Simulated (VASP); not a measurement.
These are r2SCAN meta-GGA, VASP's PBE PAW potentials (set 64) (plane waves; VASP) values and carry that method's errors.

VASP ran on this input.

**INCAR**
```
! general
SYSTEM  = SiC
PREC    = Accurate
ENCUT   = 520
LREAL   = .False.
LASPH   = .True.
NBANDS  = 36

! electronic loop
EDIFF   = 1E-7
NELM    = 100
ALGO    = Normal
LMIXTAU = .True.

! smearing
ISMEAR  = 0
SIGMA   = 0.01

! functional
METAGGA = R2SCAN

! output
LWAVE   = .False.
LCHARG  = .False.
NEDOS   = 1001

! other
LOPTICS = .True.
LPEAD   = .True.
CSHIFT  = 0.1
```

### POSCAR
```
SiC
1
    1.5371876967    -2.6624869490     0.0000000000
    1.5371876967     2.6624869490    -0.0000000000
    0.0000000000    -0.0000000000     5.0470849246
Si C
2 2
Direct
  0.6666670000   0.3333330000   0.4996030278
  0.3333330000   0.6666670000   0.9996030278
  0.6666670000   0.3333330000   0.8753969722
  0.3333330000   0.6666670000   0.3753969722
```

### KPOINTS
```
Regular mesh
0
Gamma
 11 11 6
```

POTCAR, in this order: Si C (PBE.64 set). Program: vasp_std.

The run wrote:

### OSZICAR
```
       N       E                     dE             d eps       ncg     rms          rms(c)
DAV:   1     0.144819261712E+02    0.14482E+02   -0.60711E+03  4608   0.410E+02
DAV:   2    -0.430188750181E+02   -0.57501E+02   -0.54312E+02  5628   0.107E+02
DAV:   3    -0.446466735169E+02   -0.16278E+01   -0.16062E+01  5720   0.141E+01
DAV:   4    -0.446519569505E+02   -0.52834E-02   -0.52826E-02  5412   0.920E-01
DAV:   5    -0.446519716640E+02   -0.14714E-04   -0.14713E-04  5516   0.504E-02    0.130E+01
DAV:   6    -0.389880604328E+02    0.56639E+01   -0.11229E+00  5368   0.707E+00    0.700E+00
DAV:   7    -0.380854894929E+02    0.90257E+00   -0.78725E-01  5312   0.307E+00    0.321E+00
DAV:   8    -0.387812059134E+02   -0.69572E+00   -0.21582E-01  4692   0.287E+00    0.189E+00
DAV:   9    -0.383792605815E+02    0.40195E+00   -0.72152E-02  5000   0.154E+00    0.435E-01
DAV:  10    -0.386258515806E+02   -0.24659E+00   -0.65675E-02  4636   0.118E+00    0.345E-01
DAV:  11    -0.386331341412E+02   -0.72826E-02   -0.38786E-03  5456   0.269E-01    0.182E-01
DAV:  12    -0.386362565740E+02   -0.31224E-02   -0.17471E-03  4900   0.212E-01    0.775E-02
DAV:  13    -0.386379408678E+02   -0.16843E-02   -0.83351E-04  5072   0.136E-01    0.609E-02
DAV:  14    -0.386375006089E+02    0.44026E-03   -0.68570E-05  5048   0.431E-02    0.557E-02
DAV:  15    -0.386375009140E+02   -0.30515E-06   -0.39439E-05  5164   0.312E-02    0.277E-02
DAV:  16    -0.386378243299E+02   -0.32342E-03   -0.12840E-04  4796   0.512E-02    0.403E-02
DAV:  17    -0.386378701302E+02   -0.45800E-04   -0.82299E-06  5676   0.127E-02    0.240E-02
DAV:  18    -0.386378688105E+02    0.13198E-05   -0.25821E-07  5460   0.187E-03    0.152E-02
DAV:  19    -0.386378757970E+02   -0.69865E-05   -0.48635E-08  4576   0.113E-03    0.750E-03
DAV:  20    -0.386378664885E+02    0.93085E-05   -0.13766E-07  5012   0.164E-03    0.159E-03
DAV:  21    -0.386378680997E+02   -0.16112E-05   -0.21868E-08  3940   0.779E-04    0.932E-04
DAV:  22    -0.386378639330E+02    0.41667E-05   -0.16996E-08  3756   0.712E-04    0.378E-04
DAV:  23    -0.386378656664E+02   -0.17334E-05   -0.57000E-09  2636   0.384E-04    0.310E-04
DAV:  24    -0.386378651112E+02    0.55515E-06   -0.28575E-10  2596   0.106E-04    0.173E-04
DAV:  25    -0.386378653473E+02   -0.23610E-06   -0.98882E-11  2560   0.513E-05    0.105E-04
DAV:  26    -0.386378652289E+02    0.11848E-06   -0.16526E-11  2544   0.232E-05    0.208E-05
DAV:  27    -0.386378652759E+02   -0.47006E-07   -0.71889E-12  2540   0.141E-05
   1 F= -.38637865E+02 E0= -.38637865E+02  d E =-.222929E-25
 imaginary and real dielectric function
```

OUTCAR:
```
------------------------ aborting loop because EDIFF is reached ----------------------------------------
  FORCE on cell =-STRESS in cart. coord.  units (eV):
  Direction    XX          YY          ZZ          XY          YZ          ZX
  --------------------------------------------------------------------------------------
  Total        0.0048153      0.0048153     -0.0034419      0.0000000     -0.0000000      0.0000000
  in kB        0.1867435      0.1867434     -0.1334831      0.0000000     -0.0000000      0.0000000
  external PRESSURE =       0.0800013 kB  Pullay stress =       0.0000000 kB
  volume of cell :       41.31
      direct lattice vectors                 reciprocal lattice vectors
     1.537187697 -2.662486949  0.000000000     0.325269322 -0.187794348  0.000000000
     1.537187697  2.662486949  0.000000000     0.325269322  0.187794348  0.000000000
     0.000000000  0.000000000  5.047084925     0.000000000  0.000000000  0.198134173
  FREE ENERGIE OF THE ION-ELECTRON SYSTEM (eV)
  ---------------------------------------------------
  free  energy   TOTEN  =       -38.6378652759 eV

  energy  without entropy=      -38.6378652759  energy(sigma->0) =      -38.63786528

 plasma frequency squared (from intraband transitions) (eV^2)
  --------------------------------------------------------------------------------------
       0.000       0.000       0.000
       0.000       0.000       0.000
       0.000       0.000       0.000

 plasma frequency squared (from interband transitions, int dw w eps(2)(w)) (eV^2)
  --------------------------------------------------------------------------------------
     486.841       0.000      -0.000       0.000       0.000       0.000
      -0.000      -0.000     486.841       0.000      -0.000      -0.000
       0.000      -0.000      -0.000       0.000     486.878       0.000
```
(Selected blocks of OUTCAR.)

The compound is SiC in the wurtzite structure, the rare 2H polytype. It was relaxed first.
